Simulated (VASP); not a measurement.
## SnGe (relaxed from the WC structure, space group P-6m2): computed properties

Calculation: PBEsol GGA, VASP's PBE PAW potentials (set 64) (plane waves; VASP 6.6.1).

For SnGe, the space group comes out as P-6m2 (187) and the cell is a = b = 3.8882 Å, c = 3.6182 Å, α = β = 90.00°, γ = 120.00°. The volume per atom is 23.69 Å^3/atom and the band gap (over mesh and band path) comes out as none (metal, semimetal or under 0.01 eV). The band gap with spin-orbit coupling is none (metallic). The density comes out as 6.71 g/cm³.

```cif
data_GeSn
_chemical_formula_sum 'Sn1 Ge1'
_space_group_name_H-M_alt 'P 1'
_space_group_IT_number 1
_cell_length_a 3.88818
_cell_length_b 3.88818
_cell_length_c 3.61816
_cell_angle_alpha 90.000
_cell_angle_beta 90.000
_cell_angle_gamma 120.000
loop_
_space_group_symop_operation_xyz
  'x, y, z'
loop_
_atom_site_label
_atom_site_type_symbol
_atom_site_fract_x
_atom_site_fract_y
_atom_site_fract_z
_atom_site_occupancy
Sn1 Sn 0.00000 0.00000 0.00000 1
Ge1 Ge 0.66667 0.33333 0.50000 1
```

Unless said otherwise, spin-orbit coupling is left out, though it shifts the bands of the heavy elements here.

The structure was generated: SnGe was put into the WC type (P-6m2), which need not be its known phase. It was relaxed first, which changed the volume by +12 %. Symmetry was kept, so distortions that lower it aren't found.
